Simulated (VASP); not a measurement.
Data:

```yaml
crystal:
  lattice:
    - [2.80954, 0.00000, 0.00000]
    - [0.00000, 2.80954, 0.00000]
    - [0.00000, 0.00000, 2.80954]
  atoms:
    - { symbol: Ga, position: [0.50000, 0.50000, 0.50000] }
    - { symbol: Co, position: [0.00000, 0.00000, 0.00000] }
```

Level of theory: LDA (Ceperley-Alder, Perdew-Zunger), VASP's LDA PAW potentials (set 64) (plane waves; VASP 6.6.1). Numerical set-up: 400 eV cut-off, 12×12×12 Γ-centred mesh, first-order Methfessel-Paxton smearing of 0.10 eV, potentials Ga_d Co.

Q: Predict the energy per atom (σ→0), band gap (on the k-mesh) with the smallest direct gap where there is one.

A: 
```json
{
 "band gap (on the k-mesh)": "none (metal, semimetal or under 0.01 eV)",
 "energy per atom (σ→0)": "-6.267 eV/atom"
}
```

Total energies compare only between runs with the same potentials, cut-off and functional.

The compound is CoGa in the CsCl type structure. It was relaxed first, which changed the volume by -7 %. The start is the result of an earlier pass. The run is not spin-polarised, so no magnetic state was tried.
